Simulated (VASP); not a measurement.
Here is the system:

```
RuS2
1.0
    5.64174     0.00000     0.00000
    0.00000     5.64174     0.00000
    0.00000     0.00000     5.64174
Ru S
4 8
Direct
  0.00000   0.50000   0.50000
  0.50000   0.00000   0.50000
  0.00000   0.00000   0.00000
  0.50000   0.50000   0.00000
  0.61300   0.88700   0.11300
  0.11300   0.61300   0.88700
  0.61300   0.61300   0.61300
  0.38700   0.38700   0.38700
  0.88700   0.11300   0.61300
  0.88700   0.38700   0.11300
  0.11300   0.88700   0.38700
  0.38700   0.11300   0.88700
```

All values below come from PBE GGA, VASP's PBE PAW potentials (set 64) (plane waves; VASP 6.6.1). Settings: 400 eV cut-off, Gaussian smearing of 0.050 eV, potentials Ru_pv S.

Problem. Give the energies of bands 41 to 54 at the high-symmetry points, in eV from the valence-band maximum.

Solution. 
| band | Γ | X | M | R | X1 |
|---|---|---|---|---|---|
| 41 | -1.60 | -1.35 | -1.22 | -1.61 | -1.35 |
| 42 | -1.60 | -1.35 | -1.22 | -1.61 | -1.35 |
| 43 | -1.60 | -0.97 | -1.22 | -1.61 | -0.97 |
| 44 | -0.77 | -0.97 | -1.22 | -1.61 | -0.97 |
| 45 | -0.77 | -0.64 | -0.57 | -1.53 | -0.64 |
| 46 | -0.62 | -0.64 | -0.57 | -1.53 | -0.64 |
| 47 | -0.62 | -0.48 | -0.57 | -1.53 | -0.48 |
| 48 | -0.62 | -0.48 | -0.57 | -1.53 | -0.48 |
| 49 | -0.55 | -0.30 | -0.13 | -0.69 | -0.30 |
| 50 | -0.55 | -0.30 | -0.13 | -0.69 | -0.30 |
| 51 | -0.55 | -0.02 | -0.13 | -0.69 | -0.02 |
| 52 | -0.24 | -0.02 | -0.13 | -0.69 | -0.02 |
| 53 | 0.60 | 1.98 | 2.35 | 2.17 | 1.98 |
| 54 | 2.48 | 1.98 | 2.35 | 2.17 | 1.98 |

The gap is indirect, 0.60 eV, from the valence maximum at Γ-X at 0.91 to the conduction minimum at Γ.

The compound is RuS2 in the pyrite structure. It was relaxed first.
